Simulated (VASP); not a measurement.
All values below come from r2SCAN meta-GGA, VASP's PBE PAW potentials (set 64) (plane waves; VASP).

Input for VASP

**KPOINTS**
```
kpoints
0
Gamma
 13 13 7
0 0 0
```

**INCAR**
```
ALGO=Normal
EDIFF=1E-6
EDIFFG=-0.01
ENCUT=400
IBRION=2
ISIF=3
ISMEAR=1
LASPH=.True.
LCHARG=.False.
LMAXMIX=4
LMIXTAU=.True.
LREAL=.False.
LWAVE=.False.
METAGGA=R2SCAN
NELM=100
NSW=60
PREC=Accurate
SIGMA=0.1
SYSTEM=Ti
```

POSCAR:
```
Ti
1
    2.9357300000     0.0000000000     0.0000000000
   -1.4678650000     2.5424170000     0.0000000000
    0.0000000000     0.0000000000     4.6408600000
Ti
2
Direct
  0.3333330000   0.6666670000   0.2500000000
  0.6666670000   0.3333330000   0.7500000000
```

POTCAR, in this order: Ti_sv (PBE.64 set). Program: vasp_std.

Output

### OSZICAR
```
       N       E                     dE             d eps       ncg     rms          rms(c)
DAV:   1     0.223902429491E+03    0.22390E+03   -0.12249E+04  2704   0.164E+03
DAV:   2    -0.457008382862E+01   -0.22847E+03   -0.22712E+03  2832   0.470E+02
DAV:   3    -0.333052041961E+02   -0.28735E+02   -0.28454E+02  5264   0.135E+02
DAV:   4    -0.345193445061E+02   -0.12141E+01   -0.12141E+01  2768   0.293E+01
DAV:   5    -0.345850840898E+02   -0.65740E-01   -0.65739E-01  4448   0.492E+00    0.145E+01
DAV:   6    -0.270845465470E+02    0.75005E+01   -0.21000E+01  3360   0.608E+01    0.196E+00
DAV:   7    -0.246109006201E+02    0.24736E+01   -0.30021E+00  4400   0.141E+01    0.242E+00
DAV:   8    -0.254624398447E+02   -0.85154E+00   -0.63278E-01  3584   0.512E+00    0.188E+00
DAV:   9    -0.259580225229E+02   -0.49558E+00   -0.70451E-01  2688   0.108E+01    0.181E+00
DAV:  10    -0.258840631563E+02    0.73959E-01   -0.23605E-01  3128   0.558E+00    0.387E-01
DAV:  11    -0.258891142535E+02   -0.50511E-02   -0.12391E-02  3848   0.920E-01    0.267E-01
DAV:  12    -0.258784296482E+02    0.10685E-01   -0.15655E-02  3312   0.110E+00    0.944E-02
DAV:  13    -0.258829689181E+02   -0.45393E-02   -0.23500E-03  3032   0.485E-01    0.497E-02
DAV:  14    -0.258830973959E+02   -0.12848E-03   -0.37076E-04  3600   0.169E-01    0.170E-02
DAV:  15    -0.258834510212E+02   -0.35363E-03   -0.13762E-04  2944   0.124E-01    0.100E-02
DAV:  16    -0.258833582149E+02    0.92806E-04   -0.27889E-05  2936   0.613E-02    0.652E-03
DAV:  17    -0.258833788666E+02   -0.20652E-04   -0.46104E-06  2824   0.219E-02    0.226E-03
DAV:  18    -0.258833841160E+02   -0.52494E-05   -0.34874E-06  2176   0.211E-02    0.195E-03
DAV:  19    -0.258833822110E+02    0.19050E-05   -0.59677E-07  1504   0.699E-03    0.151E-03
DAV:  20    -0.258833834320E+02   -0.12210E-05   -0.17963E-07  1488   0.515E-03    0.146E-03
DAV:  21    -0.258833858740E+02   -0.24420E-05   -0.15926E-07  1448   0.454E-03    0.585E-04
DAV:  22    -0.258833830209E+02    0.28530E-05   -0.92999E-08  1440   0.274E-03    0.149E-04
DAV:  23    -0.258833865653E+02   -0.35443E-05   -0.24268E-08  1416   0.185E-03    0.209E-04
DAV:  24    -0.258833864983E+02    0.66999E-07   -0.13532E-08  1432   0.109E-03
   1 F= -.25883386E+02 E0= -.25883296E+02  d E =-.258834E+02
       N       E                     dE             d eps       ncg     rms          rms(c)
DAV:   1    -0.258900074952E+02   -0.66209E-02   -0.17057E-01  4184   0.613E+00    0.682E-01
DAV:   2    -0.258838315861E+02    0.61759E-02   -0.29134E-02  3488   0.216E+00    0.210E-01
DAV:   3    -0.258828098622E+02    0.10217E-02   -0.62985E-03  3488   0.526E-01    0.701E-02
DAV:   4    -0.258834582703E+02   -0.64841E-03   -0.47011E-04  3544   0.190E-01    0.343E-02
DAV:   5    -0.258832330578E+02    0.22521E-03   -0.15334E-03  3944   0.352E-01    0.400E-02
DAV:   6    -0.258832561228E+02   -0.23065E-04   -0.31009E-04  2688   0.225E-01    0.342E-02
DAV:   7    -0.258834110434E+02   -0.15492E-03   -0.20702E-05  2960   0.439E-02    0.101E-02
DAV:   8    -0.258834010501E+02    0.99933E-05   -0.19815E-05  2728   0.524E-02    0.498E-03
DAV:   9    -0.258834042486E+02   -0.31985E-05   -0.16241E-06  2000   0.117E-02    0.498E-03
DAV:  10    -0.258834131490E+02   -0.89004E-05   -0.70056E-07  1424   0.117E-02    0.293E-03
DAV:  11    -0.258834210642E+02   -0.79152E-05   -0.17222E-07  1424   0.502E-03    0.105E-03
DAV:  12    -0.258834227088E+02   -0.16446E-05   -0.53654E-08  1392   0.294E-03    0.488E-04
DAV:  13    -0.258834230396E+02   -0.33081E-06   -0.26254E-08  1376   0.170E-03
   2 F= -.25883423E+02 E0= -.25883348E+02  d E =-.365414E-04
       N       E                     dE             d eps       ncg     rms          rms(c)
DAV:   1    -0.258847381115E+02   -0.13154E-02   -0.32640E-02  4192   0.269E+00    0.299E-01
DAV:   2    -0.258832625418E+02    0.14756E-02   -0.56244E-03  3496   0.946E-01    0.915E-02
DAV:   3    -0.258836098946E+02   -0.34735E-03   -0.12161E-03  3472   0.231E-01    0.306E-02
DAV:   4    -0.258833990271E+02    0.21087E-03   -0.91870E-05  3528   0.842E-02    0.150E-02
DAV:   5    -0.258835874901E+02   -0.18846E-03   -0.29677E-04  3936   0.156E-01    0.175E-02
DAV:   6    -0.258835241501E+02    0.63340E-04   -0.60141E-05  2688   0.992E-02    0.150E-02
DAV:   7    -0.258834795707E+02    0.44579E-04   -0.39167E-06  2808   0.191E-02    0.413E-03
DAV:   8    -0.258834843551E+02   -0.47845E-05   -0.32560E-06  2016   0.216E-02    0.220E-03
DAV:   9    -0.258834830510E+02    0.13041E-05   -0.24748E-07  1344   0.549E-03    0.208E-03
DAV:  10    -0.258834795312E+02    0.35198E-05   -0.11134E-07  1344   0.416E-03    0.136E-03
DAV:  11    -0.258834735741E+02    0.59571E-05   -0.53159E-08  1344   0.312E-03    0.311E-04
DAV:  12    -0.258834738776E+02   -0.30354E-06   -0.12679E-08  1344   0.142E-03
   3 F= -.25883474E+02 E0= -.25883392E+02  d E =-.873793E-04
```

OUTCAR:
```
------------------------ aborting loop because EDIFF is reached ----------------------------------------
  FORCE on cell =-STRESS in cart. coord.  units (eV):
  Direction    XX          YY          ZZ          XY          YZ          ZX
  --------------------------------------------------------------------------------------
  Total        0.0138999      0.0138999     -0.0143064     -0.0000000     -0.0000000      0.0000000
  in kB        0.6445608      0.6445609     -0.6634092     -0.0000000     -0.0000000      0.0000000
  external PRESSURE =       0.2085708 kB  Pullay stress =       0.0000000 kB
  volume of cell :       34.55
      direct lattice vectors                 reciprocal lattice vectors
     2.933814475  0.000000000  0.000000000     0.340853182  0.196791658  0.000000000
    -1.466907238  2.540758107 -0.000000000     0.000000000  0.393583316  0.000000000
     0.000000000  0.000000000  4.635139596     0.000000000  0.000000000  0.215743233
 POSITION                                       TOTAL-FORCE (eV/Angst)
 -----------------------------------------------------------------------------------
     -0.00000      1.69384      1.15878        -0.000000      0.000000      0.000000
      1.46691      0.84692      3.47635         0.000000      0.000000      0.000000
 -----------------------------------------------------------------------------------
    total drift:                               -0.000915      0.000528     -0.000020
  FREE ENERGIE OF THE ION-ELECTRON SYSTEM (eV)
  ---------------------------------------------------
  free  energy   TOTEN  =       -25.8834738776 eV

  energy  without entropy=      -25.8832292559  energy(sigma->0) =      -25.88339234

 reached required accuracy - stopping structural energy minimisation
```
(Selected blocks of OUTCAR.)

File CONTCAR:
```
Ti
   1.00000000000000
     2.9338144753777295    0.0000000000000000    0.0000000000000000
    -1.4669072376888648    2.5407581065431102   -0.0000000000000000
     0.0000000000000000    0.0000000000000000    4.6351395959824835
  Ti
     2
Direct
     0.3333330000000032    0.6666669999999968    0.2500000000000000
     0.6666669999999968    0.3333330000000032    0.7500000000000000
```

The structure comes from a computed database's Ti entry (P6_3/mmc); how it stands against other phases isn't given here. This run relaxes it. Symmetry was kept, so distortions that lower it aren't found.
